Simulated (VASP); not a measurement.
Cd (hcp) relaxed at rising pressure, in one space group throughout; other phases were not tried. The pressures are those reached. Calculation: LDA (Ceperley-Alder, Perdew-Zunger), VASP's LDA PAW potentials (set 64) (plane waves; VASP).

| P (GPa) | V (Å³/atom) | k-mesh |
|---|---|---|
| -0.08 | 20.022 | 14×14×7 |
| 5.04 | 18.795 | 14×14×7 |
| 10.06 | 17.974 | 14×14×7 |
| 20.07 | 16.738 | 15×15×8 |
| 30.00 | 15.905 | 15×15×8 |

A change of mesh leaves a small step in the series.

### Question
Fit an equation of state and predict the volume at 45.12 GPa.

### Answer
Least squares on the third-order Birch-Murnaghan form, P = (3B0/2)(y⁷ − y⁵)[1 + (3/4)(B′ − 4)(y² − 1)] with y = (V0/V)^(1/3), gives V0 = 20.001 Å³/atom, B0 = 69 GPa and B′ = 5.6, and so 14.956 Å³/atom. The run gave 14.998 Å³/atom, +0.3 % from the fit.

Pressures at which the relaxation failed are left out.

The compound is Cd in the hcp structure.
